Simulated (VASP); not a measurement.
Computed with PBEsol GGA, VASP's PBE PAW potentials (set 64) (plane waves; VASP).

The input files of a VASP run:

POSCAR:
```
CdBr2
1.0
  1.9834367229   1.1451379305   6.4280427388
 -1.9834367229   1.1451379305   6.4280427388
  0.0000000000  -2.2902758610   6.4280427388
Cd Br
1 2
Cartesian
  0.0000000000   0.0000000000   0.0000000000
  0.0000000000  -0.0000000000  14.4158072393
  0.0000000000  -0.0000000000   4.8683209771
```

### KPOINTS
```
Regular mesh
0
G
 7 7 7
0 0 0
```

INCAR:
```
SYSTEM = CdBr2
PREC = Accurate; ENCUT = 400; LREAL = .FALSE.
LASPH = .TRUE.
EDIFF = 1E-7; NELM = 100; ALGO = Normal
LMAXMIX = 4
ISMEAR = -5
GGA = PS
ISIF = 2
LWAVE = .FALSE.; LCHARG = .TRUE.; LORBIT = 11
NEDOS = 601
LEFG = .TRUE.
```

POTCAR, in this order: Cd Br (PBE.64 set). Program: vasp_std.

Output

### OUTCAR
```
 ion  position               nearest neighbor table
   1  0.000  0.000  0.000-   2 2.77   2 2.77   3 2.77   3 2.77   2 2.77   3 2.77
   2  0.748  0.748  0.748-   1 2.77   1 2.77   1 2.77
   3  0.252  0.252  0.252-   1 2.77   1 2.77   1 2.77
  LATTYP: Found a trigonal (rhomboedric) cell.
 ALAT       =     6.8238622176
 COS(alpha) =     0.8310312829
 Subroutine PRICEL returns:
 Original cell was already a primitive cell.
 Subroutine GETGRP returns: Found 12 space group operations
The static configuration has the point symmetry D_3d.
The dynamic configuration has the point symmetry D_3d.
 Subroutine INISYM returns: Found 12 space group operations
 Subroutine IBZKPT returns following result:
 Found     44 irreducible k-points:

 Following reciprocal coordinates:
            Coordinates               Weight
  0.000000  0.000000  0.000000      1.000000
  0.142857  0.000000  0.000000      6.000000
  0.285714  0.000000  0.000000      6.000000
  0.428571 -0.000000  0.000000      6.000000
  0.142857  0.142857  0.000000      6.000000
  0.285714  0.142857  0.000000     12.000000
  0.428571  0.142857  0.000000     12.000000
...
```

OSZICAR:
```
       N       E                     dE             d eps       ncg     rms          rms(c)
DAV:   1     0.156535618142E+03    0.15654E+03   -0.10912E+04  1504   0.109E+03
DAV:   2     0.775128528587E+00   -0.15576E+03   -0.15324E+03  1890   0.279E+02
DAV:   3    -0.782534486673E+01   -0.86005E+01   -0.85877E+01  1673   0.684E+01
DAV:   4    -0.788995503732E+01   -0.64610E-01   -0.64599E-01  2066   0.598E+00
DAV:   5    -0.789027800455E+01   -0.32297E-03   -0.32295E-03  1824   0.394E-01    0.786E+00
DAV:   6    -0.748214291229E+01    0.40814E+00   -0.90123E-01  1843   0.122E+01    0.630E+00
DAV:   7    -0.744950307566E+01    0.32640E-01   -0.29583E-01  1818   0.410E+00    0.252E+00
DAV:   8    -0.744738917539E+01    0.21139E-02   -0.50036E-02  1589   0.284E+00    0.365E-01
DAV:   9    -0.744683527986E+01    0.55390E-03   -0.41202E-03  1812   0.889E-01    0.141E-01
DAV:  10    -0.744687183711E+01   -0.36557E-04   -0.36888E-04  1759   0.152E-01    0.572E-02
DAV:  11    -0.744688100091E+01   -0.91638E-05   -0.17626E-05  1896   0.450E-02    0.177E-02
DAV:  12    -0.744688389130E+01   -0.28904E-05   -0.40127E-06  1787   0.176E-02    0.370E-03
DAV:  13    -0.744688402127E+01   -0.12997E-06   -0.44426E-07  2016   0.610E-03    0.133E-03
DAV:  14    -0.744688406016E+01   -0.38890E-07   -0.16576E-07  1527   0.426E-03
   1 F= -.74468841E+01 E0= -.74468841E+01  d E =0.000000E+00
```

**OUTCAR**
```
------------------------ aborting loop because EDIFF is reached ----------------------------------------
  FORCE on cell =-STRESS in cart. coord.  units (eV):
  Direction    XX          YY          ZZ          XY          YZ          ZX
  --------------------------------------------------------------------------------------
  Total       -0.0213277     -0.0213277     -0.0537230      0.0000000      0.0000000     -0.0000000
  in kB       -0.3900750     -0.3900752     -0.9825728      0.0000000      0.0000000     -0.0000000
  external PRESSURE =      -0.5875743 kB  Pullay stress =       0.0000000 kB
  volume of cell :       87.60
      direct lattice vectors                 reciprocal lattice vectors
     1.983436723  1.145137931  6.428042739     0.252087699  0.145542875  0.051856117
    -1.983436723  1.145137931  6.428042739    -0.252087699  0.145542875  0.051856117
     0.000000000 -2.290275861  6.428042739     0.000000000 -0.291085750  0.051856117
 POSITION                                       TOTAL-FORCE (eV/Angst)
 -----------------------------------------------------------------------------------
      0.00000      0.00000      0.00000         0.000000      0.000000     -0.000000
      0.00000      0.00000     14.41581         0.000000      0.000000     -0.000569
      0.00000      0.00000      4.86832         0.000000      0.000000      0.000569
 -----------------------------------------------------------------------------------
    total drift:                                0.000000      0.000000      0.000000
  FREE ENERGIE OF THE ION-ELECTRON SYSTEM (eV)
  ---------------------------------------------------
  free  energy   TOTEN  =        -7.4468840602 eV

  energy  without entropy=       -7.4468840602  energy(sigma->0) =       -7.44688406

 total charge

# of ion       s       p       d       tot
------------------------------------------
    1        0.362   0.252   9.594  10.208
    2        1.609   3.209   0.015   4.833
    3        1.609   3.209   0.015   4.833
--------------------------------------------------
tot          3.581   6.670   9.624  19.874
```
(Selected blocks of OUTCAR.)

The structure comes from a computed database's CdBr2 entry (R-3m); how it stands against other phases isn't given here. It was relaxed first.
